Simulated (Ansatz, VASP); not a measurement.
# Ge in two plane-wave programs, part 2 of 3

Aim: how closely do two programs agree when they are given the same cell, functional and k mesh? Of the first pair: The structure shown is frame 125 of Ansatz's trajectory.

VASP 6.6.1 and Ansatz 0.2.0.

So far. Step 3 (VASP: single point, PBE, pair 1): The run ends at a pressure of 1.00 GPa, with forces up to 2.1 eV/Å.

**4. Comparison**

Known differences besides the potentials themselves: the cutoff is 420 eV in Ansatz and 410 eV in VASP (PREC = Accurate, projectors in real space). Total energies have different zeros and are not compared.

Forces on 8 of the 76 atoms, those with the largest forces and the largest differences (eV/Å; atoms numbered as in POSCAR):

| atom | Ansatz x, y, z | VASP x, y, z |
| --- | --- | --- |
| Ge21 | -1.476, -0.121, 1.544 | -1.473, -0.120, 1.538 |
| Ge25 | 0.431, -0.740, -0.149 | 0.434, -0.746, -0.147 |
| Ge26 | 0.105, 0.134, -1.898 | 0.101, 0.131, -1.892 |
| Ge27 | -1.171, -1.566, -0.767 | -1.172, -1.567, -0.768 |
| Ge34 | -0.771, -1.135, -1.419 | -0.771, -1.135, -1.417 |
| Ge35 | -1.510, 0.883, 0.451 | -1.515, 0.886, 0.452 |
| Ge53 | -0.911, -0.303, -1.744 | -0.910, -0.301, -1.744 |
| Ge57 | 1.502, 0.975, -0.481 | 1.504, 0.977, -0.482 |

The forces differ by 2.3 meV/Å r.m.s., which is 0.4 % of the r.m.s. force of 0.582 eV/Å (both taken over all components).

**5. Ansatz: dynamics, PBE**

One frame of this run of dynamics is then solved in both programs, so the motion causes no difference.

The structure compared here is frame 250 of Ansatz's trajectory.

input.yaml

```yaml
crystal:
  lattice:
    - [11.785, 0.0, 0.0]
    - [0.0, 11.785, 0.0]
    - [0.0, 0.0, 11.785]
  atoms:
    - { symbol: Ge, position: [0.99287, 0.4886, 0.04034] }
    - { symbol: Ge, position: [0.05253, 0.56432, 0.37001] }
    - { symbol: Ge, position: [0.8618, 0.24127, 0.88638] }
    - { symbol: Ge, position: [0.51372, 0.90406, 0.48719] }
    - { symbol: Ge, position: [0.43854, 0.80726, 0.97078] }
    - { symbol: Ge, position: [0.3266, 0.97526, 0.94393] }
    - { symbol: Ge, position: [0.14875, 0.56884, 0.67046] }
    - { symbol: Ge, position: [0.94163, 0.67407, 0.15534] }
    - { symbol: Ge, position: [0.46903, 0.4543, 0.50367] }
    - { symbol: Ge, position: [0.98829, 0.34722, 0.21816] }
    - { symbol: Ge, position: [0.58056, 0.66149, 0.96356] }
    - { symbol: Ge, position: [0.50401, 0.29007, 0.00097] }
    - { symbol: Ge, position: [0.45367, 0.70977, 0.47641] }
    - { symbol: Ge, position: [0.24201, 0.74046, 0.78924] }
    - { symbol: Ge, position: [0.22456, 0.45585, 0.35943] }
    - { symbol: Ge, position: [0.17356, 0.21459, 0.96604] }
    - { symbol: Ge, position: [0.96899, 0.34382, 0.72834] }
    - { symbol: Ge, position: [0.04186, 0.91557, 0.54066] }
    - { symbol: Ge, position: [0.80788, 0.27371, 0.32082] }
    - { symbol: Ge, position: [0.33968, 0.99861, 0.43982] }
    - { symbol: Ge, position: [0.54783, 0.97438, 0.92686] }
    - { symbol: Ge, position: [0.37188, 0.2919, 0.82119] }
    - { symbol: Ge, position: [0.09533, 0.38334, 0.8831] }
    - { symbol: Ge, position: [0.91696, 0.21503, 0.08065] }
    - { symbol: Ge, position: [0.77119, 0.60516, 0.24294] }
    - { symbol: Ge, position: [0.50752, 0.07297, 0.69957] }
    - { symbol: Ge, position: [0.53893, 0.71135, 0.15657] }
    - { symbol: Ge, position: [0.64837, 0.35879, 0.49004] }
    - { symbol: Ge, position: [0.3221, 0.58159, 0.56434] }
    - { symbol: Ge, position: [0.63232, 0.05032, 0.26349] }
    - { symbol: Ge, position: [0.07311, 0.39347, 0.48247] }
    - { symbol: Ge, position: [0.12033, 0.69358, 0.51202] }
    - { symbol: Ge, position: [0.47442, 0.4877, 0.96173] }
    - { symbol: Ge, position: [0.57683, 0.11669, 0.07913] }
    - { symbol: Ge, position: [0.66805, 0.28369, 0.68846] }
    - { symbol: Ge, position: [0.50952, 0.40718, 0.72507] }
    - { symbol: Ge, position: [0.1813, 0.2707, 0.28646] }
    - { symbol: Ge, position: [0.46157, 0.85686, 0.77461] }
    - { symbol: Ge, position: [0.84431, 0.64327, 0.97913] }
    - { symbol: Ge, position: [0.27337, 0.45886, 0.94688] }
    - { symbol: Ge, position: [0.36174, 0.56875, 0.79801] }
    - { symbol: Ge, position: [0.32794, 0.79619, 0.61321] }
    - { symbol: Ge, position: [0.61974, 0.59278, 0.49074] }
    - { symbol: Ge, position: [0.11297, 0.89691, 0.96973] }
    - { symbol: Ge, position: [0.82895, 0.37217, 0.58322] }
    - { symbol: Ge, position: [0.77005, 0.0605, 0.8507] }
    - { symbol: Ge, position: [0.06587, 0.01403, 0.18254] }
    - { symbol: Ge, position: [0.99138, 0.22029, 0.55177] }
    - { symbol: Ge, position: [0.93861, 0.99157, 0.75179] }
    - { symbol: Ge, position: [0.77579, 0.43656, 0.76907] }
    - { symbol: Ge, position: [0.31949, 0.98124, 0.69835] }
    - { symbol: Ge, position: [0.3254, 0.77803, 0.13756] }
    - { symbol: Ge, position: [0.91551, 0.71644, 0.35281] }
    - { symbol: Ge, position: [0.60816, 0.76383, 0.60071] }
    - { symbol: Ge, position: [0.87739, 0.46374, 0.3439] }
    - { symbol: Ge, position: [0.36916, 0.2786, 0.4786] }
    - { symbol: Ge, position: [0.8078, 0.80033, 0.6176] }
    - { symbol: Ge, position: [0.8342, 0.99815, 0.57707] }
    - { symbol: Ge, position: [0.12214, 0.66342, 0.06165] }
    - { symbol: Ge, position: [0.66918, 0.03338, 0.46306] }
    - { symbol: Ge, position: [0.9333, 0.01951, 0.96534] }
    - { symbol: Ge, position: [0.26019, 0.86224, 0.31114] }
    - { symbol: Ge, position: [0.37514, 0.14088, 0.05203] }
    - { symbol: Ge, position: [0.75293, 0.7654, 0.11406] }
    - { symbol: Ge, position: [0.65862, 0.22767, 0.88402] }
    - { symbol: Ge, position: [0.13503, 0.58859, 0.87268] }
    - { symbol: Ge, position: [0.53796, 0.66517, 0.76444] }
    - { symbol: Ge, position: [0.68335, 0.8542, 0.2836] }
    - { symbol: Ge, position: [0.94515, 0.52043, 0.84494] }
    - { symbol: Ge, position: [0.72437, 0.79559, 0.91055] }
    - { symbol: Ge, position: [0.04734, 0.8854, 0.33934] }
    - { symbol: Ge, position: [0.79602, 0.18715, 0.50478] }
    - { symbol: Ge, position: [0.12779, 0.71689, 0.25807] }
    - { symbol: Ge, position: [0.4611, 0.82354, 0.30767] }
    - { symbol: Ge, position: [0.79421, 0.44597, 0.97296] }
    - { symbol: Ge, position: [0.67257, 0.9537, 0.70729] }
kpoints:
  mp_grid: { grid: [1, 1, 1] }
hamiltonian:
  xc: pbe
scf:
  occupations: { method: fermi_dirac, width: 0.106 }
output:
  forces: true
  stress: true
md:
  timestep: 4.0
  n_steps: 375
  ensemble: nvt_nose_hoover
  temperature: 1845
  initial_velocities: maxwell_boltzmann
  seed: 7
  temperature_schedule:
    - { n_steps: 46, end_temperature: 1845 }
    - { n_steps: 46, end_temperature: 1230 }
```

Started as:

```console
$ ansatz run input.yaml --threads 8 --pin off --max-ram 15360MiB --backend cpu --events-out ev --progress --plain --runs-dir out
```

Numbers of over 12 decimals in the logs are rounded to 6 here.

The log of the run:

```text
[...]
Crystal: 76 atoms, lattice volume = 1636.774 Å³
Basis set: ecut = 420 eV, 31919 PW (Γ), exchange–correlation on 160×160×160 points (8 copies of the dense FFT grid, shifted against one another)
Bands: 641, of which v1, the nominal top of the filled ones, is band 532 counted from 1 (531 counted from 0)
Symmetry: 1 space group operations
k-points: 1
[...]
atom  76  Ge    -0.52180685    -0.12423904    -0.41766948
  max |Σ_I F_I| component: 3.00e-5 eV/Å
--- Stress (GPa, compression-positive) ---
        1.983534      -0.299526       0.422310
       -0.299526       2.465285      -0.023840
        0.422310      -0.023840       2.106609
  P = ⅓ Tr σ = 2.1851 GPa (21.851 kbar)
--- MD trajectory: 375 steps, t = 0.0 → 1500.0 fs ---
[...]
conserved energy: peak-to-peak 7.963e-2 eV (1.048e-3 eV/atom) over 1500.0 fs
[key lines of the parts left out:]
SCF converged after 7 iterations
Free energy (F): -326385.247961 eV
Fermi energy:    9.052033 eV
```

**6. VASP: single point, PBE, pair 2**

The same cell, functional, mesh and smearing now go to VASP, with its own data sets.

INCAR

```
SYSTEM = Ge
PREC = Accurate
ENCUT = 410
EDIFF = 1E-06
NELM = 120
ISMEAR = -1
SIGMA = 0.106
LREAL = Auto
ALGO = Normal
GGA = PE
NBANDS = 624
LORBIT = 11
LWAVE = .FALSE.
LCHARG = .FALSE.
ISIF = 2
LASPH = .TRUE.
GGA_COMPAT = .FALSE.
NCORE = 2
```

POSCAR

```
Ge
1.0
   11.7850000000      0.0000000000      0.0000000000
    0.0000000000     11.7850000000      0.0000000000
    0.0000000000      0.0000000000     11.7850000000
Ge
76
Direct
    0.0269155706      0.3803903267      0.0128638099
    0.1187950785      0.4097157403      0.3594654221
    0.0542044972      0.2596181587      0.7184471786
    0.8268137463      0.8331947391      0.5158082308
    0.4491132796      0.9630377599      0.9959779381
    0.0789902418      0.0055239711      0.8434789987
    0.0810436996      0.6769198133      0.6668307170
    0.8128638099      0.8976580399      0.2944505728
    0.4486126432      0.2883241409      0.5561052185
    0.7892660161      0.2318625371      0.2083495969
    0.7475265168      0.6326347051      0.0066694951
    0.2783792957      0.3651930420      0.9425201527
    0.4101909207      0.5274840899      0.5186508273
    0.3509546033      0.8340178193      0.8575986423
    0.5093508697      0.4192023759      0.3393466271
    0.1282392872      0.2223504455      0.9251166737
    0.8926856173      0.4463131099      0.5463470513
    0.2679847263      0.9266100976      0.5308358082
    0.6638862961      0.9951887993      0.1521595248
    0.5567246500      0.8665591854      0.6044208740
    0.2341875265      0.0441917692      0.0278744166
    0.4122019516      0.4299448451      0.7798642342
    0.0044633008      0.4665676708      0.7546033093
    0.9881374629      0.1646330081      0.1289011455
    0.4025625796      0.5577004667      0.0843614765
    0.5063046245      0.0340432754      0.7994060246
    0.2119473908      0.4919304200      0.1327110734
    0.5877131947      0.4778701739      0.1001018244
    0.2356724650      0.3987781078      0.5611455240
    0.4808061095      0.9899703012      0.2934238439
    0.9941790412      0.2531014001      0.3443614765
    0.2520067883      0.6472974120      0.3903606279
    0.5490623674      0.5735256682      0.8634789987
    0.5731523123      0.2328298685      0.2123462028
    0.6590496394      0.3901994060      0.6715061519
    0.5394908782      0.2441238863      0.8435468816
    0.2902503182      0.1953330505      0.4048960543
    0.7129995757      0.9313788714      0.7653797200
    0.9529147221      0.5899957573      0.0012303776
    0.3221213407      0.3698515062      0.2709461179
    0.2663979635      0.5966907085      0.6784896054
    0.2778192618      0.0058973271      0.7310903691
    0.6115825202      0.5982859567      0.5551887993
    0.9863046245      0.8996860416      0.1746033093
    0.6949681799      0.5366907085      0.3648112007
    0.6959185405      0.1071616462      0.9608485363
    0.1700806109      0.0910309716      0.2551887993
    0.0650487908      0.0828425965      0.5497242257
    0.9559949088      0.9182689860      0.6712091642
    0.7831650403      0.5391344930      0.8138481120
    0.2577938057      0.2176495545      0.7525498515
    0.1922443784      0.8111582520      0.0932541366
    0.9478829020      0.6153415359      0.4403733560
    0.8749596945      0.6739414510      0.6598557488
    0.7944251167      0.6684683920      0.2521764955
    0.4566143403      0.0769367840      0.5031141281
    0.1176919813      0.8401866780      0.4174883326
    0.7758506576      0.0522274077      0.5917098006
    0.9067967756      0.4546033093      0.2504709376
    0.6459397539      0.1267204073      0.4370301230
    0.9130504879      0.9950190921      0.9962240136
    0.3157148918      0.8480610946      0.2600678829
    0.3726601612      0.1276283411      0.1892660161
    0.5392108613      0.8118710225      0.1128553246
    0.7980568519      0.2775222741      0.8417988969
    0.1733983878      0.5370810352      0.8779635129
    0.4661688587      0.6972761986      0.7094781502
    0.6106491303      0.7779719983      0.3929147221
    0.1421552821      0.7544929996      0.8957997454
    0.9167755622      0.8060415783      0.8430123038
    0.9886805261      0.9965549427      0.3711073398
    0.7792702588      0.3213661434      0.4066694951
    0.0683835384      0.6572507425      0.2162749258
    0.4571998303      0.6496817989      0.2961900721
    0.8305473059      0.4124480272      0.0261094612
    0.9011540093      0.1169537548      0.7666270683
```

KPOINTS

```
Automatic mesh
0
Gamma
1 1 1
0 0 0
```

PAW data sets: Ge_d (PBE family, release 64).

Started as:

```console
$ mpirun -np 8 vasp_gam
```

The log of the run:

```text
[... set-up lines as in an earlier step ...]
 entering main loop
       N       E                     dE             d eps       ncg     rms          rms(c)
DAV:   1     0.199723864373E+05    0.19972E+05   -0.36888E+05  1248   0.491E+03
DAV:   2     0.464241225004E+04   -0.15330E+05   -0.14738E+05  1248   0.108E+03
DAV:   3     0.606749420484E+03   -0.40357E+04   -0.38763E+04  1248   0.302E+02
DAV:   4    -0.222166930248E+03   -0.82892E+03   -0.75369E+03  1432   0.128E+02
[...]
DAV:  17    -0.311819860625E+03   -0.11841E-04   -0.12766E-04  1312   0.371E-02    0.460E-03
DAV:  18    -0.311819861407E+03   -0.78138E-06   -0.21472E-05  1072   0.314E-02    0.234E-03
DAV:  19    -0.311819860879E+03    0.52748E-06   -0.12480E-06   736   0.160E-02
   1 F= -.31181986E+03 E0= -.31123860E+03  d E =-.116252E+01
```

Parts of OUTCAR (step 6):

```text
  FREE ENERGIE OF THE ION-ELECTRON SYSTEM (eV)
  ---------------------------------------------------
  free  energy   TOTEN  =      -311.8198608791 eV

  energy  without entropy=     -310.6573448915  energy(sigma->0) =     -311.23860289
```

The run ends at a pressure of 2.34 GPa, with forces up to 2.8 eV/Å.

**7. Differences**

Forces on 9 of the 76 atoms, those with the largest forces and the largest differences (eV/Å; atoms numbered as in POSCAR):

| atom | Ansatz x, y, z | VASP x, y, z |
| --- | --- | --- |
| Ge1 | 1.468, 0.134, 0.942 | 1.465, 0.130, 0.944 |
| Ge2 | 0.893, 1.633, 0.342 | 0.891, 1.632, 0.344 |
| Ge11 | -1.102, 0.263, 0.811 | -1.105, 0.269, 0.813 |
| Ge12 | 1.530, 0.388, 0.744 | 1.534, 0.387, 0.749 |
| Ge39 | 1.577, 1.078, 0.137 | 1.581, 1.086, 0.136 |
| Ge56 | -1.075, -1.260, 0.625 | -1.074, -1.264, 0.628 |
| Ge65 | -1.189, 1.226, 0.444 | -1.188, 1.225, 0.444 |
| Ge75 | -2.655, -0.808, 0.542 | -2.655, -0.814, 0.542 |
| Ge76 | -0.122, -0.659, -0.476 | -0.126, -0.654, -0.475 |

The forces differ by 2.4 meV/Å r.m.s., which is 0.4 % of the r.m.s. force of 0.641 eV/Å (both taken over all components).

**8. Ansatz: dynamics, PBE**

One frame of this run of dynamics is then solved in both programs, so the motion causes no difference.

The structure compared here is frame 375 of Ansatz's trajectory.

input.yaml is that of step 5.

Started as:

```console
$ ansatz run input.yaml --threads 8 --pin off --max-ram 15360MiB --backend cpu --events-out ev --progress --plain --runs-dir out
```

The log of the run:

```text
[...]
Crystal: 76 atoms, lattice volume = 1636.774 Å³
Basis set: ecut = 420 eV, 31919 PW (Γ), exchange–correlation on 160×160×160 points (8 copies of the dense FFT grid, shifted against one another)
Bands: 641, of which v1, the nominal top of the filled ones, is band 532 counted from 1 (531 counted from 0)
Symmetry: 1 space group operations
k-points: 1
[...]
atom  76  Ge    -0.52180685    -0.12423904    -0.41766948
  max |Σ_I F_I| component: 3.00e-5 eV/Å
--- Stress (GPa, compression-positive) ---
        1.983534      -0.299526       0.422310
       -0.299526       2.465285      -0.023840
        0.422310      -0.023840       2.106609
  P = ⅓ Tr σ = 2.1851 GPa (21.851 kbar)
--- MD trajectory: 375 steps, t = 0.0 → 1500.0 fs ---
[...]
conserved energy: peak-to-peak 7.963e-2 eV (1.048e-3 eV/atom) over 1500.0 fs
[key lines of the parts left out:]
SCF converged after 7 iterations
Free energy (F): -326385.247961 eV
Fermi energy:    9.052033 eV
```

(Continued in part 3 of 3.)

[Lines on the potential files, build, host, timing and source positions are cut from VASP's logs without a mark.]

[Logs are printed without paths, hosts, clocks, repeated set-up lines and the standing remarks that a program may print on its own settings, such as how far it seeks lower states.]

[Hosts, paths, dates, database ids (printed as entryN), source tags and the programs' standing remarks are cut or masked in the printed files.]
